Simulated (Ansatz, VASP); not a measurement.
BiN: VASP beside Ansatz

```xyz
2
Lattice="3.6193 0.0000 0.0000 -1.8096 3.1344 0.0000 0.0000 0.0000 3.3385" Properties=species:S:1:pos:R:3 pbc="T T T"
Bi    0.0000    0.0000    0.0000
N     1.8096    1.0448    1.6692
```

Alike in both runs: functional PBE; k mesh 12 × 12 × 10; occupations gaussian, width 0.05 eV; no spin polarisation.

Ansatz relaxed the structure, and its values are those at the end. VASP's run is a single point on that final structure, the one shown.

|  | VASP | Ansatz |
| --- | --- | --- |
| version | VASP 6.6.1 | Ansatz 0.2.0 |
| potentials or method | VASP PAW PBE potentials, release 64 (Bi_d, N) | scalar-relativistic, plane waves, PAW |
| plane-wave cutoff (eV) | 520 | 420 |
| valence electrons in the cell | 20 | 20 |

|  | VASP | Ansatz | Ansatz less VASP |
| --- | --- | --- | --- |
| gap on the k mesh at the Fermi level (eV) | none | none | - |
| pressure (GPa) | -8.5 | -8.4 | +0.02 |

A gap of «none» marks a metal or a gap that the smearing closes.

Caveats: spin-orbit coupling is left out, which moves the levels of the heavy elements.
